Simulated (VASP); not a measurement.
Method: LDA (Ceperley-Alder, Perdew-Zunger), VASP's LDA PAW potentials (set 64) (plane waves; VASP 6.6.1).

A VASP calculation is set up with these files.

**INCAR**
```
ALGO = Normal
EDIFF = 1E-6
ENCUT = 300
ISIF = 2
ISMEAR = 0
LASPH = .TRUE.
LCHARG = .FALSE.
LMAXMIX = 6
LREAL = .FALSE.
LWAVE = .FALSE.
NELM = 100
PREC = Accurate
SIGMA = 0.272
SYSTEM = MoIr3
```

POSCAR:
```
MoIr3
1
    5.4870000000     0.0000000000     0.0000000000
   -2.7435000000     4.7518810000     0.0000000000
    0.0000000000     0.0000000000     4.3850000000
Ir Mo
6 2
Direct
  0.8330000000   0.6660000000   0.2500000000
  0.1670000000   0.8330000000   0.7500000000
  0.3340000000   0.1670000000   0.2500000000
  0.1670000000   0.3340000000   0.7500000000
  0.8330000000   0.1670000000   0.2500000000
  0.6660000000   0.8330000000   0.7500000000
  0.3333330000   0.6666670000   0.2500000000
  0.6666670000   0.3333330000   0.7500000000
```

KPOINTS:
```
Automatic
0
G
 5 5 5
```

POTCAR, in this order: Ir Mo_sv (LDA.64 set). Program: vasp_std.

What VASP printed:

OUTCAR:
```
 ion  position               nearest neighbor table
   1  0.833  0.666  0.250-   8 2.70   8 2.70   2 2.71   2 2.71   6 2.71   6 2.71   5 2.74   3 2.74
                             7 2.74   7 2.74   5 2.75   3 2.75
   2  0.167  0.833  0.750-   7 2.70   7 2.70   3 2.71   3 2.71   1 2.71   1 2.71   4 2.74   6 2.74
                             8 2.74   8 2.74   4 2.75   6 2.75
   3  0.334  0.167  0.250-   8 2.70   8 2.70   2 2.71   2 2.71   4 2.71   4 2.71   1 2.74   5 2.74
                             7 2.74   7 2.74   1 2.75   5 2.75
   4  0.167  0.334  0.750-   7 2.70   7 2.70   3 2.71   3 2.71   5 2.71   5 2.71   2 2.74   6 2.74
                             8 2.74   8 2.74   2 2.75   6 2.75
   5  0.833  0.167  0.250-   8 2.70   8 2.70   6 2.71   6 2.71   4 2.71   4 2.71   1 2.74   3 2.74
                             7 2.74   7 2.74   1 2.75   3 2.75
   6  0.666  0.833  0.750-   7 2.70   7 2.70   5 2.71   5 2.71   1 2.71   1 2.71   4 2.74   2 2.74
                             8 2.74   8 2.74   4 2.75   2 2.75
   7  0.333  0.667  0.250-   2 2.70   2 2.70   4 2.70   4 2.70   6 2.70   6 2.70   3 2.74   1 2.74
                             5 2.74   5 2.74   3 2.74   1 2.74
   8  0.667  0.333  0.750-   5 2.70   5 2.70   1 2.70   1 2.70   3 2.70   3 2.70   6 2.74   4 2.74
                             2 2.74   2 2.74   6 2.74   4 2.74
  LATTYP: Found a hexagonal cell.
 ALAT       =     5.4870000000
 C/A-ratio  =     0.7991616548
 Subroutine PRICEL returns:
 Original cell was already a primitive cell.
 Subroutine GETGRP returns: Found 24 space group operations
The static configuration has the point symmetry D_3d.
 The point group associated with its full space group is D_6h.
The dynamic configuration has the point symmetry D_3d.
 Subroutine INISYM returns: Found 24 space group operations
 Subroutine IBZKPT returns following result:
 Found     15 irreducible k-points:

 Following reciprocal coordinates:
            Coordinates               Weight
  0.000000  0.000000  0.000000      1.000000
  0.200000  0.000000  0.000000      6.000000
  0.400000 -0.000000  0.000000      6.000000
  0.200000  0.200000  0.000000      6.000000
  0.400000  0.200000  0.000000      6.000000
  0.000000  0.000000  0.200000      2.000000
  0.200000  0.000000  0.200000     12.000000
  0.400000 -0.000000  0.200000     12.000000
  0.200000  0.200000  0.200000     12.000000
  0.400000  0.200000  0.200000     12.000000
  0.000000  0.000000  0.400000      2.000000
  0.200000  0.000000  0.400000     12.000000
  0.400000 -0.000000  0.400000     12.000000
  0.200000  0.200000  0.400000     12.000000
  0.400000  0.200000  0.400000     12.000000
   k-points           NKPTS =     15   k-points in BZ     NKDIM =     15   number of bands    NBANDS=     49
   number of dos      NEDOS =    301   number of ions     NIONS =      8
   total plane-waves  NPLWV =  28672
   dimension x,y,z NGX =    32 NGY =   32 NGZ =   28
   dimension x,y,z NGXF=    64 NGYF=   64 NGZF=   56
   ions per type =               6   2
   PREC   = accura    normal or accurate (medium, high low for compatibility)
   ISTART =      0    job   : 0-new  1-cont  2-samecut
   ICHARG =      2    charge: 1-file 2-atom 10-const
   ISPIN  =      1    spin polarized calculation?
   LNONCOLLINEAR =      F non collinear calculations
   LSORBIT =      F    spin-orbit coupling
   INIWAV =      1    electr: 0-lowe 1-rand  2-diag
   ENCUT  =  300.0 eV  22.05 Ry    4.70 a.u.   7.75  7.75  6.19*2*pi/ulx,y,z
   NELM   =    100;   NELMIN=  2; NELMDL= -5     # of ELM steps
   EDIFF  = 0.1E-05   stopping-criterion for ELM
   LREAL  =      F    real-space projection
   NLSPLINE    = F    spline interpolate recip. space projectors
   LMAXMIX     =    6 max onsite mixed and CHGCAR
   VOSKOWN=      0    Vosko Wilk Nusair interpolation
   EDIFFG = 0.1E-04   stopping-criterion for IOM
   NSW    =      0    number of steps for IOM
   NBLOCK =      1;   KBLOCK =      1    inner block; outer block
   IBRION =     -1    ionic relax: 0-MD 1-quasi-New 2-CG
   NFREE  =      0    steps in history (QN), initial steepest desc. (CG)
   ISIF   =      2    stress and relaxation
   ISYM   =      2    0-nonsym 1-usesym 2-fastsym
   TEIN   =    0.0    initial temperature
...
```

### OSZICAR
```
       N       E                     dE             d eps       ncg     rms          rms(c)
DAV:   1     0.742964377443E+03    0.74296E+03   -0.30158E+04  1590   0.113E+03
DAV:   2    -0.403029148262E+02   -0.78327E+03   -0.75748E+03  1489   0.482E+02
DAV:   3    -0.921724734270E+02   -0.51870E+02   -0.48673E+02  1976   0.110E+02
DAV:   4    -0.946696125181E+02   -0.24971E+01   -0.24213E+01  1955   0.234E+01
DAV:   5    -0.947453100866E+02   -0.75698E-01   -0.75246E-01  1836   0.372E+00    0.436E+01
DAV:   6    -0.900704315665E+02    0.46749E+01   -0.95670E+00  1825   0.210E+01    0.147E+01
DAV:   7    -0.894075584984E+02    0.66287E+00   -0.38321E+00  1903   0.975E+00    0.406E+00
DAV:   8    -0.892506239059E+02    0.15693E+00   -0.60608E-01  2105   0.460E+00    0.236E+00
DAV:   9    -0.892065057197E+02    0.44118E-01   -0.38509E-02  1793   0.113E+00    0.491E-01
DAV:  10    -0.892035351433E+02    0.29706E-02   -0.45837E-03  1955   0.521E-01    0.952E-02
DAV:  11    -0.892034860446E+02    0.49099E-04   -0.21109E-04  2185   0.628E-02    0.441E-02
DAV:  12    -0.892034944040E+02   -0.83594E-05   -0.28215E-05  1730   0.376E-02    0.132E-02
DAV:  13    -0.892034941881E+02    0.21583E-06   -0.57111E-06  1753   0.139E-02
   1 F= -.89203494E+02 E0= -.89122022E+02  d E =-.162944E+00
```

**OUTCAR**
```
------------------------ aborting loop because EDIFF is reached ----------------------------------------
  FORCE on cell =-STRESS in cart. coord.  units (eV):
  Direction    XX          YY          ZZ          XY          YZ          ZX
  --------------------------------------------------------------------------------------
  Total       -4.2122820     -4.2122813     -5.4537034      0.0000000      0.0000000      0.0000000
  in kB      -59.0279785    -59.0279688    -76.4243903      0.0000000      0.0000000      0.0000000
  external PRESSURE =     -64.8267792 kB  Pullay stress =       0.0000000 kB
  volume of cell :      114.33
      direct lattice vectors                 reciprocal lattice vectors
     5.487000000  0.000000000  0.000000000     0.182248952  0.105221490  0.000000000
    -2.743500000  4.751881000  0.000000000     0.000000000  0.210442980  0.000000000
     0.000000000  0.000000000  4.385000000     0.000000000  0.000000000  0.228050171
 POSITION                                       TOTAL-FORCE (eV/Angst)
 -----------------------------------------------------------------------------------
      2.74350      3.16475      1.09625        -0.000000      0.156213     -0.000000
     -1.36901      3.95832      3.28875        -0.135285      0.078107      0.000000
      1.37449      0.79356      1.09625        -0.135285     -0.078107      0.000000
      0.00000      1.58713      3.28875         0.000000     -0.156213     -0.000000
      4.11251      0.79356      1.09625         0.135285     -0.078107      0.000000
      1.36901      3.95832      3.28875         0.135285      0.078107     -0.000000
     -0.00000      3.16792      1.09625        -0.000000     -0.000000     -0.000000
      2.74350      1.58396      3.28875         0.000000      0.000000     -0.000000
 -----------------------------------------------------------------------------------
    total drift:                               -0.001554      0.000897      0.000070
  FREE ENERGIE OF THE ION-ELECTRON SYSTEM (eV)
  ---------------------------------------------------
  free  energy   TOTEN  =       -89.2034941881 eV

  energy  without entropy=      -89.0405501012  energy(sigma->0) =      -89.12202214
```
(Selected blocks of OUTCAR.)

At this cut-off the stress carries a Pulay error, which pulls relaxed volumes low.

The structure comes from a measured MoIr3 entry of the Crystallography Open Database, whose conditions weren't checked. The cell was not relaxed at this level.
